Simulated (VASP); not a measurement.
Input:

```
CELL_PARAMETERS angstrom
      0.00561     2.24524     2.24524
      2.25085     0.00000     2.25085
      2.24524     2.24524     0.00561
ATOMIC_POSITIONS crystal
  Hf 0.00000 0.00000 0.00000
  N  0.50000 0.50000 0.50000
```

Computed with PBEsol GGA, VASP's PBE PAW potentials (set 64) (plane waves; VASP). Run with 600 eV cut-off, 14×14×14 Γ-centred mesh, first-order Methfessel-Paxton smearing of 0.10 eV, potentials Hf_pv N.

Unless said otherwise, spin-orbit coupling is left out, though it shifts the bands of the heavy elements here.

What does the run give for the energy per atom (σ→0), band gap (on the k-mesh) with the smallest direct gap where there is one?

```yaml
band gap (on the k-mesh): none (metal, semimetal or under 0.01 eV)
energy per atom (σ→0): -11.495 eV/atom
```

Only differences to runs with the same potentials and settings are physical.

The compound is HfN in the rock salt structure. This cell was strained or had an atom moved on purpose. The electron count is odd and the run is not spin-polarised, which forces a metal.
